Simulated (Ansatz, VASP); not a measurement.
**NaB3 in two plane-wave programs**

Aim: how closely do two programs agree when they are given the same cell, functional and k mesh? The cell is invented: other elements were put on sites of a known structure type. It may not be a known or stable phase. The cell is taken from a series of VASP runs on this material, whose earlier steps may have relaxed, scaled or displaced it; both programs get it as it stands.

Calculated with Ansatz 0.2.0; plane waves, with VASP 6.6.1 beside it; band structure at HSE06.

### Step 1. The structure

The structure is cubic, space group Pm-3m (No. 221). Conventional cell: a = 3.274 Å, b = 3.274 Å, c = 3.274 Å, α = 90.00°, β = 90.00°, γ = 90.00°. Nearest to Na lie 12 B at 2.32 Å. Nearest to B lie 4 Na at 2.32 Å and 8 B at 2.32 Å. Farther neighbours are not listed.

Coordinates:

```xyz
4
Lattice="3.2740 0.0000 0.0000 0.0000 3.2740 0.0000 0.0000 0.0000 3.2740" Properties=species:S:1:pos:R:3 pbc="T T T"
Na    0.0000    0.0000    0.0000
B     0.0000    1.6370    1.6370
B     1.6370    0.0000    1.6370
B     1.6370    1.6370    0.0000
```

### Step 2. VASP: band structure, HSE06

A single point gives forces, pressure and levels at one fixed geometry, so differences don't come from the geometry; what else differs is listed under the comparison.

Lines of VASP's logs that name or quote its potential files are left out, and so is its time.

The run reads the wave functions of an earlier VASP run, which isn't shown here.

INCAR

```
SYSTEM = NaB3
PREC = Accurate
ENCUT = 420
EDIFF = 1E-06
NELM = 100
ISMEAR = -1
SIGMA = 0.05
LREAL = .FALSE.
ALGO = Normal
LHFCALC = .TRUE.
AEXX = 0.25
GGA = PE
HFSCREEN = 0.2
LASPH = .TRUE.
NBANDS = 14
PRECFOCK = Fast
LORBIT = 11
LWAVE = .FALSE.
LCHARG = .FALSE.
KPAR = 2
```

POSCAR

```
NaB3
1.0
    3.2740177630      0.0000000000      0.0000000000
    0.0000000000      3.2740177630      0.0000000000
    0.0000000000      0.0000000000      3.2740177630
Na B
1 3
Direct
    0.0000000000      0.0000000000      0.0000000000
    0.0000000000      0.5000000000      0.5000000000
    0.5000000000      0.0000000000      0.5000000000
    0.5000000000      0.5000000000      0.0000000000
```

KPOINTS

```
Automatic mesh
0
Gamma
4 4 4
0 0 0
```

KPOINTS_OPT

```
Line mode
6
Line-mode
Reciprocal
  0.00000000   0.00000000   0.00000000 GAMMA
  0.00000000   0.50000000   0.00000000 X

  0.00000000   0.50000000   0.00000000 X
  0.50000000   0.50000000   0.00000000 M

  0.50000000   0.50000000   0.00000000 M
  0.00000000   0.00000000   0.00000000 GAMMA

  0.00000000   0.00000000   0.00000000 GAMMA
  0.50000000   0.50000000   0.50000000 R

  0.50000000   0.50000000   0.50000000 R
  0.00000000   0.50000000   0.00000000 X

  0.50000000   0.50000000   0.00000000 M
  0.50000000   0.50000000   0.50000000 R
```

Potentials, in the order of the species: Na_pv and B (PBE family, release 64).

The run is started by

```bash
$ mpirun -np 2 vasp_std
```

Numbers of over 12 decimals in the logs are rounded to 6 here.

Output:

```text
[banner, memory and clock lines left out]
running    2 mpi-ranks, on    1 nodes
 distrk:  each k-point on    1 cores,    2 groups
 distr:  one band on    1 cores,    1 groups

 POSCAR found type information on POSCAR NaB
 POSCAR found :  2 types and       4 ions
 LDA part: xc-table for (Slater+PW92), standard interpolation
 found WAVECAR, reading the header
 POSCAR, INCAR and KPOINTS ok, starting setup
 FFT: planning ... GRIDC
 FFT: planning ... GRID_SOFT
 FFT: planning ... GRID
 reading WAVECAR
 the WAVECAR file was read successfully
 initial charge from wavefunction
 entering main loop
       N       E                     dE             d eps       ncg     rms          rms(c)
DAV:   1    -0.155728655164E+02   -0.15573E+02   -0.46286E-01   376   0.809E+00    0.467E-01
DAV:   2    -0.155712114725E+02    0.16540E-02   -0.83383E-03   378   0.152E+00    0.280E-01
DAV:   3    -0.155694462441E+02    0.17652E-02   -0.19665E-03   420   0.764E-01    0.147E-01
DAV:   4    -0.155690415885E+02    0.40466E-03   -0.52885E-04   368   0.305E-01    0.764E-02
DAV:   5    -0.155689431580E+02    0.98430E-04   -0.11906E-04   360   0.108E-01    0.401E-02
DAV:   6    -0.155689189505E+02    0.24208E-04   -0.28122E-05   358   0.394E-02    0.213E-02
DAV:   7    -0.155689130928E+02    0.58577E-05   -0.73632E-06   346   0.175E-02    0.114E-02
DAV:   8    -0.155689119826E+02    0.11102E-05   -0.19674E-06   346   0.924E-03    0.624E-03
DAV:   9    -0.155689121572E+02   -0.17464E-06   -0.50817E-07   230   0.492E-03
   1 F= -.15568912E+02 E0= -.15563044E+02  d E =-.117354E-01
 Start KPOINTS_OPT (optional k-point list driver)
k-point batch [1-10\36]
       N       E                     dE             ncg
DAV:   1    -0.179841157647E+03   -0.33013E+04      310
DAV:   2    -0.110140975037E+04   -0.92157E+03      316
DAV:   3    -0.115886804437E+04   -0.57458E+02      340
DAV:   4    -0.116057090843E+04   -0.17029E+01      360
DAV:   5    -0.116059486198E+04   -0.23954E-01      372
DAV:   6    -0.116059553162E+04   -0.66964E-03      380
DAV:   7    -0.116059555911E+04   -0.27487E-04      360
DAV:   8    -0.116059556000E+04   -0.88813E-06      282
[...]
k-point batch [31-36\36]
       N       E                     dE             ncg
DAV:   1     0.170812206074E+04   -0.38805E+04      168
DAV:   2     0.113784195493E+04   -0.57028E+03      216
DAV:   3     0.111199823451E+04   -0.25844E+02      186
DAV:   4     0.111159602526E+04   -0.40221E+00      222
DAV:   5     0.111159068961E+04   -0.53357E-02      228
DAV:   6     0.111159058415E+04   -0.10546E-03      234
DAV:   7     0.111159058098E+04   -0.31735E-05      202
DAV:   8     0.111159058085E+04   -0.12858E-06      162
```

Parts of OUTCAR (step 2):

```text
ion  position               nearest neighbor table
   1  0.000  0.000  0.000-   2 2.32   3 2.32   4 2.32   2 2.32   3 2.32   2 2.32   4 2.32   2 2.32
                             3 2.32   4 2.32   3 2.32   4 2.32
   2  0.000  0.500  0.500-   1 2.32   1 2.32   1 2.32   1 2.32
   3  0.500  0.000  0.500-   1 2.32   1 2.32   1 2.32   1 2.32
   4  0.500  0.500  0.000-   1 2.32   1 2.32   1 2.32   1 2.32

  LATTYP: Found a simple cubic cell.
 ALAT       =     3.2740177630

 Subroutine GETGRP returns: Found 48 space group operations
 (whereof 48 operations were pure point group operations)

The static configuration has the point symmetry O_h .

 Found     10 irreducible k-points:

   k-points           NKPTS =     10   k-points in BZ     NKDIM =     64   number of bands    NBANDS=     14

   dimension x,y,z NGX =    24 NGY =   24 NGZ =   24
   dimension x,y,z NGXF=    48 NGYF=   48 NGZF=   48

   ENCUT  =  420.0 eV  30.87 Ry    5.56 a.u.   5.47  5.47  5.47*2*pi/ulx,y,z

   NELECT =      16.0000    total number of electrons

 k-points in reciprocal lattice and weights: Automatic mesh
   0.00000000  0.00000000  0.00000000       0.016
   0.25000000  0.00000000  0.00000000       0.094
   0.50000000  0.00000000  0.00000000       0.047
   0.25000000  0.25000000  0.00000000       0.188
   0.50000000  0.25000000  0.00000000       0.188
   0.50000000  0.50000000  0.00000000       0.047
   0.25000000  0.25000000  0.25000000       0.125
   0.50000000  0.25000000  0.25000000       0.188
   0.50000000  0.50000000  0.25000000       0.094
   0.50000000  0.50000000  0.50000000       0.016

  exchange ACFDT corr.  =         0.00000000  see jH, gK, PRB 81, 115126

 average (electrostatic) potential at core
       1 -36.5592       2 -25.3603       3 -25.3603       4 -25.3603

 E-fermi :   5.5688

 k-point     1 :       0.0000    0.0000    0.0000
  band No.  band energies     occupation
    ...
      5       2.4108      2.00000
      6       2.4108      2.00000
      7       2.4108      2.00000
      8       4.8885      2.00000
      9       4.8885      2.00000
     10      11.5871      0.00000
     11      11.5871      0.00000
     12      11.5871      0.00000
     13      13.4562      0.00000
     14      15.8421      0.00000

 k-point     2 :       0.2500    0.0000    0.0000
  band No.  band energies     occupation
    ...
      4      -8.0683      2.00000
      5      -1.4531      2.00000
      6       3.0723      2.00000
      7       3.0723      2.00000
      8       5.5343      1.33136
      9       8.2174      0.00000
     10       9.8396      0.00000
     11       9.8396      0.00000
     12       9.9493      0.00000
     13      14.2517      0.00000
    ...

 k-point     3 :       0.5000    0.0000    0.0000
  band No.  band energies     occupation
    ...
      3     -20.1283      2.00000
      4      -6.2009      2.00000
      5      -4.7043      2.00000
      6       4.1717      2.00000
      7       4.1717      2.00000
      8       7.2501      0.00000
      9       7.4674      0.00000
     10       7.7304      0.00000
     11       7.7304      0.00000
     12      10.1545      0.00000
    ...

  energy-cutoff  :      420.00
  volume of cell :       35.09
      direct lattice vectors                 reciprocal lattice vectors
     3.274017763  0.000000000  0.000000000     0.305435117  0.000000000  0.000000000
     0.000000000  3.274017763  0.000000000     0.000000000  0.305435117  0.000000000
     0.000000000  0.000000000  3.274017763     0.000000000  0.000000000  0.305435117

 POSITION                                       TOTAL-FORCE (eV/Angst)
 -----------------------------------------------------------------------------------
      0.00000      0.00000      0.00000         0.000000      0.000000      0.000000
      0.00000      1.63701      1.63701         0.000000      0.000000      0.000000
      1.63701      0.00000      1.63701         0.000000      0.000000      0.000000
      1.63701      1.63701      0.00000         0.000000      0.000000      0.000000
 -----------------------------------------------------------------------------------
    total drift:                                0.000001     -0.000000      0.000004

  FREE ENERGIE OF THE ION-ELECTRON SYSTEM (eV)
  ---------------------------------------------------
  free  energy   TOTEN  =       -15.5689121572 eV

  energy  without entropy=      -15.5571767668  energy(sigma->0) =      -15.56304446

 total charge
# of ion       s       p       d       tot
------------------------------------------
    1        0.167   6.149   0.000   6.315
    2        0.701   0.837   0.000   1.538
    3        0.701   0.837   0.000   1.538
    4        0.701   0.837   0.000   1.538
--------------------------------------------------
tot          2.268   8.660   0.000  10.928

[... 3 further parts left out ...]
```

The k-mesh is coarse for exact exchange; levels may shift by about 0.1 eV on a finer one.

(Continued in part 2 of 2.)

[Lines on the potential files, build, host, timing and source positions are cut from VASP's logs without a mark.]

[Logs are printed without paths, hosts, clocks, repeated set-up lines and the standing remarks that a program may print on its own settings, such as how far it seeks lower states.]

[Hosts, paths, dates, database ids (printed as entryN), source tags and the programs' standing remarks are cut or masked in the printed files.]
